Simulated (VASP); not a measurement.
Output of a VASP run:

**OSZICAR**
```
...
DAV:   2    -0.115389077169E+02   -0.56724E+02   -0.52645E+02  2484   0.198E+02
DAV:   3    -0.138300459165E+02   -0.22911E+01   -0.21798E+01  2962   0.464E+01
DAV:   4    -0.138694022422E+02   -0.39356E-01   -0.39290E-01  2775   0.534E+00
DAV:   5    -0.138698281716E+02   -0.42593E-03   -0.42584E-03  2992   0.595E-01    0.124E+01
DAV:   6    -0.170811080380E+02   -0.32113E+01   -0.49925E+01  2856   0.106E+02    0.207E+01
DAV:   7    -0.126267690856E+02    0.44543E+01   -0.26679E+01  2987   0.759E+01    0.230E+00
DAV:   8    -0.126453672921E+02   -0.18598E-01   -0.35813E-01  2683   0.538E+00    0.123E+00
DAV:   9    -0.126441807225E+02    0.11866E-02   -0.13892E-02  3139   0.168E+00    0.564E-01
DAV:  10    -0.126444567265E+02   -0.27600E-03   -0.15050E-03  3567   0.488E-01    0.221E-01
DAV:  11    -0.126450210625E+02   -0.56434E-03   -0.12795E-03  3466   0.430E-01    0.199E-01
DAV:  12    -0.126453564145E+02   -0.33535E-03   -0.51285E-04  3540   0.283E-01    0.144E-01
DAV:  13    -0.126458359245E+02   -0.47951E-03   -0.13477E-03  3523   0.468E-01    0.155E-01
DAV:  14    -0.126458837025E+02   -0.47778E-04   -0.51535E-03  3379   0.973E-01    0.876E-02
DAV:  15    -0.126460247172E+02   -0.14101E-03   -0.44577E-04  3368   0.313E-01    0.262E-02
DAV:  16    -0.126460239095E+02    0.80764E-06   -0.31832E-05  3460   0.631E-02    0.137E-02
DAV:  17    -0.126460255331E+02   -0.16236E-05   -0.93496E-06  2789   0.416E-02    0.367E-03
DAV:  18    -0.126460259372E+02   -0.40413E-06   -0.50924E-07  1343   0.884E-03
   1 F= -.12646026E+02 E0= -.12645546E+02  d E =-.126460E+02  mag=     1.1089
       N       E                     dE             d eps       ncg     rms          rms(c)
DAV:   1    -0.127058946503E+02   -0.59869E-01   -0.94187E-01  2745   0.180E+01    0.233E+00
DAV:   2    -0.128072349016E+02   -0.10134E+00   -0.16445E+00  2896   0.210E+01    0.352E+00
DAV:   3    -0.126492371730E+02    0.15800E+00   -0.77915E-01  3011   0.141E+01    0.412E-01
DAV:   4    -0.126481091370E+02    0.11280E-02   -0.11670E-02  2609   0.924E-01    0.265E-01
DAV:   5    -0.126482325183E+02   -0.12338E-03   -0.68254E-04  3093   0.327E-01    0.136E-01
DAV:   6    -0.126483986238E+02   -0.16611E-03   -0.38387E-04  3289   0.238E-01    0.107E-01
DAV:   7    -0.126486847786E+02   -0.28615E-03   -0.81396E-04  3365   0.386E-01    0.911E-02
DAV:   8    -0.126487977632E+02   -0.11298E-03   -0.19795E-04  3735   0.179E-01    0.787E-02
DAV:   9    -0.126489616370E+02   -0.16387E-03   -0.32062E-03  3344   0.753E-01    0.356E-02
DAV:  10    -0.126490166154E+02   -0.54978E-04   -0.16554E-04  3502   0.183E-01    0.123E-02
DAV:  11    -0.126490170805E+02   -0.46512E-06   -0.41091E-05  3238   0.898E-02    0.102E-02
DAV:  12    -0.126490188238E+02   -0.17432E-05   -0.10792E-05  2469   0.463E-02    0.192E-03
DAV:  13    -0.126490188921E+02   -0.68374E-07   -0.75354E-07  1262   0.124E-02
   2 F= -.12649019E+02 E0= -.12648939E+02  d E =-.299295E-02  mag=     0.8397
       N       E                     dE             d eps       ncg     rms          rms(c)
DAV:   1    -0.126497026416E+02   -0.68382E-03   -0.10910E-02  2728   0.194E+00    0.247E-01
DAV:   2    -0.126507622946E+02   -0.10597E-02   -0.18988E-02  2970   0.222E+00    0.355E-01
DAV:   3    -0.126490630955E+02    0.16992E-02   -0.84355E-03  3006   0.146E+00    0.460E-02
DAV:   4    -0.126490421069E+02    0.20989E-04   -0.13243E-04  2710   0.112E-01    0.220E-02
DAV:   5    -0.126490421998E+02   -0.92915E-07   -0.40121E-06  2650   0.257E-02
   3 F= -.12649042E+02 E0= -.12648914E+02  d E =-.301626E-02  mag=     0.8549
```

### OUTCAR
```
------------------------ aborting loop because EDIFF is reached ----------------------------------------
  FORCE on cell =-STRESS in cart. coord.  units (eV):
  Direction    XX          YY          ZZ          XY          YZ          ZX
  --------------------------------------------------------------------------------------
  Total       -0.0107307     -0.0107307     -0.0107307      0.0000000     -0.0000000      0.0000000
  in kB       -0.6720673     -0.6720673     -0.6720673      0.0000000     -0.0000000      0.0000000
  external PRESSURE =      -0.6720673 kB  Pullay stress =       0.0000000 kB
  volume of cell :       25.58
      direct lattice vectors                 reciprocal lattice vectors
     2.946514249  0.000000000 -0.000000000     0.339384071  0.000000000  0.000000000
     0.000000000  2.946514249  0.000000000     0.000000000  0.339384071  0.000000000
    -0.000000000  0.000000000  2.946514249     0.000000000  0.000000000  0.339384071
 POSITION                                       TOTAL-FORCE (eV/Angst)
 -----------------------------------------------------------------------------------
      0.00000      0.00000      0.00000         0.000000      0.000000      0.000000
      1.47326      1.47326      1.47326        -0.000000      0.000000      0.000000
 -----------------------------------------------------------------------------------
    total drift:                                0.000000      0.000000      0.000000
  FREE ENERGIE OF THE ION-ELECTRON SYSTEM (eV)
  ---------------------------------------------------
  free  energy   TOTEN  =       -12.6490421998 eV

  energy  without entropy=      -12.6486570077  energy(sigma->0) =      -12.64891380

 total charge

# of ion       s       p       d       tot
------------------------------------------
    1        0.359   0.435   6.498   7.291
    2        1.242   1.415   0.116   2.773
--------------------------------------------------
tot          1.600   1.849   6.614  10.064

 magnetization (x)

# of ion       s       p       d       tot
------------------------------------------
    1        0.002  -0.010   0.938   0.930
    2        0.006  -0.027  -0.010  -0.031
--------------------------------------------------
tot          0.008  -0.037   0.928   0.899

 reached required accuracy - stopping structural energy minimisation
```
(Selected blocks of OUTCAR.)

**POSCAR**
```
FeAs
1
    2.9663218320     0.0000000000    -0.0000000000
    0.0000000000     2.9663218320     0.0000000000
   -0.0000000000     0.0000000000     2.9663218320
Fe As
1 1
Direct
  0.0000000000   0.0000000000   0.0000000000
  0.5000000000   0.5000000000   0.5000000000
```

Q: Write an INCAR and KPOINTS that could have produced this output.

A: This is not unique; one that fits is the input of the run itself, PBE GGA, plane waves, VASP's PBE PAW potentials (set 64).

KPOINTS:
```
Automatic mesh
0
Gamma
11 11 11
0 0 0
```

**INCAR**
```
NELM = 100   # most electronic steps
LCHARG = .FALSE.
EDIFF = 1E-6   # SCF stop (eV)
ISPIN = 2
SYSTEM = FeAs
LMAXMIX = 4
ENCUT = 400
NSW = 60
LREAL = .FALSE.   # projection in real space or not
ALGO = Normal   # blocked Davidson
LASPH = .TRUE.   # aspherical one-centre terms
LWAVE = .FALSE.
LORBIT = 10
GGA = PE   # PBE
MAGMOM = 1.4 -0.0
ISIF = 3   # ions, shape and volume
IBRION = 2   # conjugate gradients
EDIFFG = -0.01
SIGMA = 0.1   # width (eV)
PREC = Accurate
ISMEAR = 1
```

POTCAR, in this order: Fe As (PBE.64 set). Program: vasp_std.

The structure was generated: FeAs was put into the CsCl type type (Pm-3m), which need not be its known phase. This run relaxes it. Symmetry was kept, so distortions that lower it aren't found. The start is the result of an earlier pass.
